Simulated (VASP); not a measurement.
OSZICAR of a VASP run on AlN (wurtzite):

### OSZICAR
```
       N       E                     dE             d eps       ncg     rms          rms(c)
DAV:   1     0.495773734942E+02    0.49577E+02   -0.77262E+03   864   0.120E+03
DAV:   2    -0.308554172992E+02   -0.80433E+02   -0.72939E+02  1268   0.221E+02
DAV:   3    -0.348401701371E+02   -0.39848E+01   -0.39579E+01  1132   0.523E+01
DAV:   4    -0.348760285218E+02   -0.35858E-01   -0.35849E-01   980   0.567E+00
DAV:   5    -0.348764988355E+02   -0.47031E-03   -0.47030E-03  1096   0.676E-01    0.117E+01
DAV:   6    -0.306008440898E+02    0.42757E+01   -0.14927E+01  1032   0.294E+01    0.439E+00
DAV:   7    -0.305851408374E+02    0.15703E-01   -0.55921E-01   948   0.592E+00    0.292E+00
DAV:   8    -0.305674412798E+02    0.17700E-01   -0.73319E-02  1012   0.290E+00    0.485E-01
DAV:   9    -0.305632825121E+02    0.41588E-02   -0.17524E-02  1088   0.990E-01    0.246E-01
DAV:  10    -0.305638602345E+02   -0.57772E-03   -0.19992E-03   964   0.347E-01    0.140E-01
DAV:  11    -0.305637943420E+02    0.65892E-04   -0.17869E-04  1052   0.106E-01    0.351E-02
DAV:  12    -0.305637970854E+02   -0.27434E-05   -0.90813E-06   916   0.313E-02    0.857E-03
DAV:  13    -0.305637966834E+02    0.40200E-06   -0.59457E-06  1060   0.178E-02
   1 F= -.30563797E+02 E0= -.30563797E+02  d E =-.466107E-17
```

Which electronic solver shows in the log?

It is blocked Davidson (ALGO = Normal, or the opening steps of other solvers). The INCAR had ALGO = Normal.

Can the final energy be trusted as converged?

The calculation finished and met its thresholds. It stopped with EDIFF = 1E-6, NELM = 100 (AM05 GGA, plane waves, VASP's PBE PAW potentials (set 64)).

The compound is AlN in the wurtzite structure. The cell was not relaxed at this level. The run is one of a series of settings (GGA = AM against the base run), some of them coarse on purpose.
